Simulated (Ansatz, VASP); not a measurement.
## Zr (Zr strained to the junction's net): VASP beside Ansatz

Wanted: the spread between two codes on one cell, functional and k mesh. The structure shown is the end of the Ansatz relaxation below.

Method: plane waves, with VASP 6.6.1 beside it; single point at PBE, in Ansatz 0.2.0.

### 1. Set-up

It takes space group P6_3/mmc (No. 194, hexagonal). The conventional cell has a = 3.205 Å, b = 3.205 Å, c = 5.211 Å, α = 90.00°, β = 90.00°, γ = 120.00°. Zr has 12 Zr at 3.20 to 3.21 Å nearest.

### 2. Ansatz: relaxation, PBE

Ansatz runs on its default PAW (the set named soft_2) files.

This run makes the geometry at which the two programs are then compared.

Input file input.yaml:

```yaml
crystal:
  lattice:
    - [3.205, 0.0, 0.0]
    - [-1.6025, 2.7756114191, 0.0]
    - [0.0, 0.0, 5.1980108359]
  atoms:
    - { symbol: Zr, position: [0.0, 0.0, 0.0] }
    - { symbol: Zr, position: [0.3333333333, 0.6666666667, 0.5] }
kpoints:
  mp_grid: { grid: [12, 12, 6] }
scf:
  occupations: { method: fermi_dirac, width: 0.1 }
  max_iter: 150
hamiltonian:
  xc: pbe
relax:
  f_tol: 0.01
  max_steps: 40
  cell: { fix: [a, b, angles] }
```

The run is started by

```
ansatz run input.yaml --threads 4 --pin off --max-ram 10240MiB --backend cpu --events-out ev --progress --plain --runs-dir out
```

Numbers of over 12 decimals in the logs are rounded to 6 here.

The program printed:

```text
Engine: ansatz 0.2.0, aarch64-unknown-linux-gnu
Pseudopotentials: kind: paw
Pseudopotential: Zr, paw, valence charge 12, recommended cutoff 420 eV (normal), Zr.paw.azcp
Functional definition: PBE
  parameter kappa = 0.804
  parameter beta = 0.066725
  exchange = pbe_x(kappa = kappa, mu = beta*pi^2/3)
  correlation = pbe_c(beta = beta)
Crystal: 2 atoms, lattice volume = 46.241 Å³
Basis set: ecut = 420 eV, 917 PW (Γ), exchange–correlation on 48×48×72 points (8 copies of the dense FFT grid, shifted against one another)
Bands: 16, of which v1, the nominal top of the filled ones, is band 12 counted from 1 (11 counted from 0)
Symmetry: 24 space group operations
Space group: P63/mmc (ITA 194), of the structure as read, at distance tolerance 3.6e-5 Å
k-points: 76 of 864
Non-local potential: Zr, projectors of the file, l = 0: 3, l = 1: 2, l = 2: 2, l = 3: 2
PAW form: soft (Blöchl's): semilocal exchange-correlation on the pseudo side does not see the compensation charge
PAW one-centre angular grid: Zr, 590 points (default); XC on 64 Gauss nodes
Initial density: superposition of atomic densities (neutral atoms: chi_scale 0, normalization atom), corrected by the library's trained network
Initial wavefunctions: pseudopotential atomic-orbital guess
Functional: x = pbe(κ = 0.804, μ = 0.219515), c = pbe(β = 0.066725)
SCF iter   1: F=—  HF=-8367.701859 eV  |F-HF|=—  |Δ(HF+E_count)|=         —  Δρ=2.65e-3  dr2=1.11e-3  ethr=1.77e-3  ⟨swp⟩=4.8  Hψ=5155  notcnv=0
preconditioner: auto → Kerker (q_TF=auto, 2.446 Å⁻¹)  [metal: Δε(μ)=0.018 eV  Ē_g=3.159 eV  σ=0.100 eV  W_gap=0.04  n_scr=10 (ndim 8)  ℏωp=15.4 eV  f_vac=0.000  D(μ)=2.16/eV (n_scr^D=22)]
SCF iter   2: F=—  HF=-8367.701136 eV  |F-HF|=—  |Δ(HF+E_count)|=   7.22e-4  Δρ=1.61e-3  dr2=4.67e-4  ethr=4.63e-6  ⟨swp⟩=2.5  Hψ=2668  notcnv=0
SCF iter   3: F=—  HF=-8367.701483 eV  |F-HF|=—  |Δ(HF+E_count)|=   3.47e-4  Δρ=2.92e-4  dr2=2.50e-5  ethr=1.95e-6  ⟨swp⟩=3.0  Hψ=2196  notcnv=0
SCF iter   4: F=—  HF=-8367.701478 eV  |F-HF|=—  |Δ(HF+E_count)|=   4.54e-6  Δρ=1.13e-4  dr2=4.47e-6  ethr=1.04e-7  ⟨swp⟩=2.5  Hψ=2056  notcnv=0
iter 5 did not close the SCF: its close was put off for the readings that it lacked (scf_convergence_deferred on its scf_iter line)
SCF iter   5: F=-8367.701478 eV  HF=-8367.701478 eV  |F-HF|=3.01e-9  |Δ(HF+E_count)|=   5.23e-7  Δρ=1.51e-5  dr2=6.97e-8  ethr=1.86e-8  ⟨swp⟩=2.5  Hψ=2095  notcnv=0
SCF iter   6: F=-8367.701478 eV  HF=-8367.701478 eV  |F-HF|=9.44e-10  |Δ(HF+E_count)|=   6.02e-9  Δρ=3.42e-6  dr2=3.38e-9  ethr=2.90e-10  ⟨swp⟩=1.8  Hψ=3800  notcnv=0
SCF 1 converged in 6 iterations: F = -8367.701478 eV  dr2 = 3.38e-9
  greatest PAW one-centre occupation: 0.996 electrons in one spin orbital (limit 2), on the Zr atom at site 1 (counted from 0), in its partial waves of l = 0
relax step   1: F+E_penalty+E_count = -8367.70147797 eV  Δ(F+E_penalty+E_count) = +0.000e0 eV  max|allowed force component| = 5.320e-17 eV/Å  Δτ_max = 0.0000 Å  P = +1.127 GPa  Ω = 46.241 Å³  fix = [a, b, alpha, beta, gamma]  reactions: a +1.481, b +1.481 GPa  (6 SCF iters, dr2 threshold 1.00e-7 eV, accepted)
[...]
relax step   2: F+E_penalty+E_count = -8367.70156655 eV  Δ(F+E_penalty+E_count) = -8.858e-5 eV  max|allowed force component| = 5.089e-17 eV/Å  Δτ_max = 0.0000 Å  P = +0.732 GPa  Ω = 46.423 Å³  energy of the carried Pulay correction = -2.151e-5 eV  fix = [a, b, alpha, beta, gamma]  reactions: a +1.208, b +1.208 GPa  (3 SCF iters, dr2 threshold 2.00e-7 eV, accepted)
[...]
relax step   3: F+E_penalty+E_count = -8367.70161815 eV  Δ(F+E_penalty+E_count) = -5.160e-5 eV  max|allowed force component| = 7.401e-17 eV/Å  Δτ_max = 0.0000 Å  P = +0.867 GPa  Ω = 46.360 Å³  energy of the carried Pulay correction = -1.407e-5 eV  fix = [a, b, alpha, beta, gamma]  reactions: a +1.302, b +1.302 GPa  (3 SCF iters, dr2 threshold 1.23e-7 eV, accepted)
[...]
relax step   4: F+E_penalty+E_count = -8367.70163199 eV  Δ(F+E_penalty+E_count) = -1.384e-5 eV  max|allowed force component| = 7.401e-17 eV/Å  Δτ_max = 0.0000 Å  P = +0.868 GPa  Ω = 46.360 Å³  fix = [a, b, alpha, beta, gamma]  reactions: a +1.302, b +1.302 GPa  stress off target by 1.70e-3 GPa on what of the cell is left free  SCF on the basis re-selected at this cell (its energy is not comparable with the rows above)  (4 SCF iters)
basis re-selected at this cell: Δ(F+E_penalty+E_count) = -1.384e-5 eV, ΔP = +0.000 GPa vs the last step (what re-selecting the basis moved, of the pressure what is left beyond the Pulay correction that the steps carried, after the strain that the cell walked since its last selection, with what the two solves' SCF thresholds leave and, on support functions, any second-order correction that the steps lacked; it is no m [...]
SCF converged after 4 iterations
Free energy (F): -8367.701632 eV
Harris-Foulkes:  -8367.701632 eV  (|F-HF|=1.27e-11)
Internal energy: -8367.628325 eV  (E = F + TS)
E sigma→0 (E₀):  -8367.664978 eV
Entropy (-TS):   -0.073307 eV (-36.654 meV/atom)
Fermi energy:    14.042542 eV
--- Per-component energies (eV) ---
  E_band       = -191.661992
  E_kinetic    = 665.572663
  E_local      = -1249.577135  (includes V_loc(G=0)·N_el)
  E_nonlocal   = 161.139592
  E_hartree    = 386.909304
  E_xc         = -323.009345
  E_vxc        = -381.445907  (∫ρ·V_xc dr)
  E_paw        = -5908.283019  (= ΣΔE_a)
  E_vpaw       = -161.169868  (= ΣTr[D̂ρ^β])
  E_aug_tail   = 0.000049  (compensation charges beyond the density's cutoff)
  E_ewald      = -2100.380434
  E_smearing   = -0.073307  (= −TS)
  E_closure    = -0.000000  (closes the sum)
  Σ components = -8367.701632   (vs F -8367.701632, Δ=0.00e0)
--- Forces (eV/Å), atoms counted from 1 ---
  atom   1  Zr    -0.00000000    -0.00000000     0.00000000
  atom   2  Zr     0.00000000     0.00000000     0.00000000
  max |Σ_I F_I| component: 2.31e-18 eV/Å
--- Stress (GPa, compression-positive) ---
        1.302239       0.000000       0.000000
        0.000000       1.302239       0.000000
        0.000000       0.000000      -0.001697
  P = ⅓ Tr σ = 0.8676 GPa (8.676 kbar)
--- Band table (eV; the first three rows and the last of 76) ---
  k-point 0: bands = [... 8 lower, 8.4203, 11.0256, 14.9181, 14.9747, 14.9747, 15.1028, 15.6243, 15.6243]
  k-point 1: bands = [... 8 lower, 8.6451, 10.9940, 14.7228, 14.7532, 14.8891, 14.8891, 15.4763, 15.4763]
  k-point 2: bands = [... 8 lower, 9.2639, 10.7479, 14.1299, 14.3635, 14.8191, 14.8191, 15.1707, 15.1707]
  k-point 75: bands = [... 8 lower, 12.6423, 12.6423, 12.8174, 12.8174, 14.0514, 14.0514, 16.0772, 16.0772]
--- Relaxed structure (3 steps of the walk, 3 accepted, 1 SCFs on fresh bases) ---
  F+E_penalty+E_count = -8367.70163199 eV   max|allowed force component| = 7.401e-17 eV/Å   (the final SCF, on the basis selected at the relaxed cell)
  cell:  # Å, volume = 46.3597 Å³
    - [3.205000, 0, 0.0]
    - [-1.602500, 2.775611, 0.0]
    - [0.0, 0.0, 5.211391]
  atoms:
    - { symbol: Zr, position: [9.251858539620026e-18, -5.0885221963063406e-17, 0.0] }
    - { symbol: Zr, position: [0.333333, 0.666667, 0.5] }
```

In the SCF lines HF is the Harris–Foulkes energy and dr2 the Hartree energy of the density residual, in eV; the loop may stop once dr2 is under the threshold and the program's other checks hold. Hψ counts applications of the Hamiltonian.

### 3. VASP: single point, PBE

The same cell, functional, mesh and smearing now go to VASP, with its own data sets.

Lines of VASP's logs that name or quote its potential files are left out, and so is its time.

Input file INCAR:

```
SYSTEM = Zr
PREC = Accurate
ENCUT = 500
EDIFF = 1E-06
NELM = 120
ISMEAR = -1
SIGMA = 0.1
LREAL = .FALSE.
ALGO = Normal
GGA = PE
NBANDS = 18
LASPH = .TRUE.
LORBIT = 11
LWAVE = .FALSE.
LCHARG = .FALSE.
ISIF = 2
GGA_COMPAT = .FALSE.
```

Input file POSCAR:

```
Zr
1.0
    3.2050000000      0.0000000000      0.0000000000
   -1.6025000000      2.7756114191      0.0000000000
    0.0000000000      0.0000000000      5.2113905588
Zr
2
Direct
    0.0000000000      1.0000000000      0.0000000000
    0.3333333334      0.6666666666      0.5000000000
```

Input file KPOINTS:

```
Automatic mesh
0
Gamma
12 12 6
0 0 0
```

The projector-augmented-wave data sets are Zr_sv (PBE family, release 64).

The run is started by

```
mpirun -np 1 vasp_std
```

The program printed:

```text
[banner, memory and clock lines left out]
running    1 mpi-ranks, on    1 nodes
 distrk:  each k-point on    1 cores,    1 groups
 distr:  one band on    1 cores,    1 groups

 POSCAR found type information on POSCAR Zr
 POSCAR found :  1 types and       2 ions
 LDA part: xc-table for (Slater+PW92), standard interpolation
 POSCAR, INCAR and KPOINTS ok, starting setup
 FFT: planning ... GRIDC
 FFT: planning ... GRID_SOFT
 FFT: planning ... GRID
 WAVECAR not read
 entering main loop
       N       E                     dE             d eps       ncg     rms          rms(c)
DAV:   1     0.214421716142E+03    0.21442E+03   -0.13246E+04  2736   0.130E+03
DAV:   2    -0.441175692187E+01   -0.21883E+03   -0.21522E+03  3264   0.372E+02
DAV:   3    -0.174835488750E+02   -0.13072E+02   -0.12945E+02  4910   0.689E+01
DAV:   4    -0.177589827992E+02   -0.27543E+00   -0.27517E+00  3236   0.990E+00
DAV:   5    -0.177671273340E+02   -0.81445E-02   -0.81390E-02  4132   0.122E+00    0.144E+01
DAV:   6    -0.171782449751E+02    0.58888E+00   -0.93066E-01  2940   0.767E+00    0.569E+00
DAV:   7    -0.170646274209E+02    0.11362E+00   -0.60577E-01  3878   0.539E+00    0.112E+00
DAV:   8    -0.170708240475E+02   -0.61966E-02   -0.40216E-02  3610   0.151E+00    0.278E-01
DAV:   9    -0.170710199026E+02   -0.19586E-03   -0.16612E-03  3438   0.390E-01    0.348E-02
DAV:  10    -0.170709734860E+02    0.46417E-04   -0.41660E-05  3710   0.402E-02    0.244E-02
DAV:  11    -0.170709740875E+02   -0.60146E-06   -0.10535E-05  3036   0.371E-02    0.332E-03
DAV:  12    -0.170709741020E+02   -0.14482E-07   -0.39670E-07  1726   0.465E-03
   1 F= -.17070974E+02 E0= -.17034338E+02  d E =-.732727E-01
```

From OUTCAR (step 3):

```text
ion  position               nearest neighbor table
   1  0.000  0.000  0.000-   2 3.20   2 3.20   2 3.20   2 3.20   2 3.20   2 3.20
   2  0.333  0.667  0.500-   1 3.20   1 3.20   1 3.20   1 3.20   1 3.20   1 3.20

  LATTYP: Found a hexagonal cell.
 ALAT       =     3.2050000000
 C/A-ratio  =     1.6260188951

 Subroutine GETGRP returns: Found 24 space group operations
 (whereof 12 operations were pure point group operations)

The static configuration has the point symmetry D_3h.
 The point group associated with its full space group is D_6h.

 Found     76 irreducible k-points:

   k-points           NKPTS =     76   k-points in BZ     NKDIM =     76   number of bands    NBANDS=     18

   dimension x,y,z NGX =    24 NGY =   24 NGZ =   40
   dimension x,y,z NGXF=    48 NGYF=   48 NGZF=   80

   ENCUT  =  500.0 eV  36.75 Ry    6.06 a.u.   5.84  5.84  9.50*2*pi/ulx,y,z

   NELECT =      24.0000    total number of electrons

 k-points in reciprocal lattice and weights: Automatic mesh
   0.00000000  0.00000000  0.00000000       0.001
   0.08333333  0.00000000  0.00000000       0.007
   0.16666667  0.00000000  0.00000000       0.007
   0.25000000  0.00000000  0.00000000       0.007
   0.33333333  0.00000000  0.00000000       0.007
   0.41666667  0.00000000  0.00000000       0.007
   0.50000000  0.00000000  0.00000000       0.003
   0.08333333  0.08333333  0.00000000       0.007
   0.16666667  0.08333333  0.00000000       0.014
[...]
0.33333333  0.25000000  0.50000000       0.014
   0.33333333  0.33333333  0.50000000       0.002

 average (electrostatic) potential at core
       1 -74.5511       2 -74.5511

 E-fermi :   9.0089

 k-point     1 :       0.0000    0.0000    0.0000
  band No.  band energies     occupation
    ...
      6     -17.3043      2.00000
      7     -17.2765      2.00000
      8     -17.2765      2.00000
      9       3.3767      2.00000
     10       5.9884      2.00000
     11       9.8851      0.00031
     12       9.9418      0.00018
     13       9.9418      0.00018
     14      10.0674      0.00005
     15      10.5914      0.00000
    ...

 k-point     2 :       0.0833    0.0000    0.0000
  band No.  band energies     occupation
    ...
      6     -17.3288      2.00000
      7     -17.3124      2.00000
      8     -17.2836      2.00000
      9       3.5751      2.00000
     10       6.1739      2.00000
     11       9.4559      0.02264
     12       9.7042      0.00191
     13      10.1266      0.00003
     14      10.2542      0.00001
     15      10.4280      0.00000
    ...

 k-point     3 :       0.1667    0.0000    0.0000
  band No.  band energies     occupation
    ...
      8     -17.3045      2.00000
      9       4.1314      2.00000
     10       6.6447      2.00000
     11       8.8992      1.49932
     12       8.9131      1.44551
     13       9.9710      0.00013
     14      10.6680      0.00000
     15      10.7122      0.00000
     16      10.7580      0.00000
     17      10.7806      0.00000
    ...

  Total        0.3878359      0.3878359      0.0076151      0.0000000      0.0000000      0.0000000
  in kB       13.4035011     13.4035011      0.2631763      0.0000000      0.0000000      0.0000000
  external PRESSURE =       9.0233929 kB  Pullay stress =       0.0000000 kB

  energy-cutoff  :      500.00
  volume of cell :       46.36
      direct lattice vectors                 reciprocal lattice vectors
     3.205000000  0.000000000  0.000000000     0.312012480  0.180140490  0.000000000
    -1.602500000  2.775611419  0.000000000     0.000000000  0.360280979  0.000000000
     0.000000000  0.000000000  5.211390559     0.000000000  0.000000000  0.191887365

 POSITION                                       TOTAL-FORCE (eV/Angst)
 -----------------------------------------------------------------------------------
      0.00000      0.00000      0.00000         0.000000     -0.000000      0.000000
      0.00000      1.85041      2.60570        -0.000000      0.000000      0.000000
 -----------------------------------------------------------------------------------
    total drift:                               -0.000001      0.000000      0.000000

  FREE ENERGIE OF THE ION-ELECTRON SYSTEM (eV)
  ---------------------------------------------------
  free  energy   TOTEN  =       -17.0709741020 eV

  energy  without entropy=      -16.9977013908  energy(sigma->0) =      -17.03433775

 total charge
# of ion       s       p       d       tot
------------------------------------------
    1        2.233   5.959   1.633   9.826
    2        2.233   5.959   1.633   9.826
--------------------------------------------------
tot          4.467  11.918   3.266  19.652

[... 3 further parts left out ...]
```

The run ends at a pressure of 0.90 GPa.

### 4. Differences

Known differences besides the potentials themselves: the cutoff is 420 eV in Ansatz and 500 eV in VASP; Ansatz's pressure holds a Pulay correction, VASP's none. Total energies have different zeros and are not compared.

The two programs side by side:

```
      quantity  Ansatz  VASP  difference
pressure (GPa)    0.87  0.90       -0.03
```

### 5. Summary of results

```yaml
difference_in_pressure_single_point_pbe: -0.035 GPa
```

What this shows: The difference in pressure is -0.035 GPa (single point, PBE), within the 1 GPa picked in this series as the mark of a large difference. How closely two codes agree says nothing of how well the functional describes the real material.

[Lines on the potential files, build, host, timing and source positions are cut from VASP's logs without a mark.]

[Logs are printed without paths, hosts, clocks, repeated set-up lines and the standing remarks that a program may print on its own settings, such as how far it seeks lower states.]

[Hosts, paths, dates, database ids (printed as entryN), source tags and the programs' standing remarks are cut or masked in the printed files.]
